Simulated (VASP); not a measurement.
An input for Quantum ESPRESSO's pw.x (written as the equivalent of a VASP run, and not itself run):

```
&CONTROL
  calculation = 'scf'
  pseudo_dir = './pseudo'
  outdir = './out'
  tprnfor = .true.
  tstress = .true.
/
&SYSTEM
  ibrav = 0
  nat = 2
  ntyp = 1
  ecutwfc = 66
  occupations = 'smearing'
  smearing = 'methfessel-paxton'
  degauss = 0.00735
  input_dft = 'pbe'
/
&ELECTRONS
  conv_thr = 7.3e-08
  electron_maxstep = 100
/
ATOMIC_SPECIES
  Bi 208.980 Bi.upf
CELL_PARAMETERS angstrom
     4.2491360   -2.3205000    0.0000000
     4.2491360    2.3205000    0.0000000
     2.9818850    0.0000000    3.8142160
ATOMIC_POSITIONS crystal
  Bi   0.2340000  0.2340000  0.2340000
  Bi   0.7660000  0.7660000  0.7660000
K_POINTS automatic
  7 7 7 0 0 0
```

### Question
Write the VASP files for the same calculation (PBE).

### Answer
This is not unique; one that fits is 
File POSCAR:
```
Bi
1.0
  4.2491360000  -2.3205000000   0.0000000000
  4.2491360000   2.3205000000   0.0000000000
  2.9818850000   0.0000000000   3.8142160000
Bi
2
Direct
  0.2340000000   0.2340000000   0.2340000000
  0.7660000000   0.7660000000   0.7660000000
```

INCAR:
```
ALGO = Normal
EDIFF = 1E-6
ENCUT = 400
GGA = PE
ISIF = 2
ISMEAR = 1
LASPH = .True.
LCHARG = .False.
LMAXMIX = 4
LREAL = .False.
LWAVE = .False.
NELM = 100
PREC = Accurate
SIGMA = 0.1
SYSTEM = Bi
```

**KPOINTS**
```
Automatic mesh
0
Gamma
 7 7 7
```

POTCAR, in this order: Bi_d (PBE.64 set). Program: vasp_std.

Limits of the translation: the potentials are each code's own (VASP's PAW set, PseudoDojo norm-conserving files in pw.x), so ENCUT and ecutwfc are chosen apart and not converted; conv_thr bounds pw.x's estimated SCF error, while EDIFF bounds the energy change between steps.

The compound is Bi in the a7 structure. The cell was not relaxed at this level.
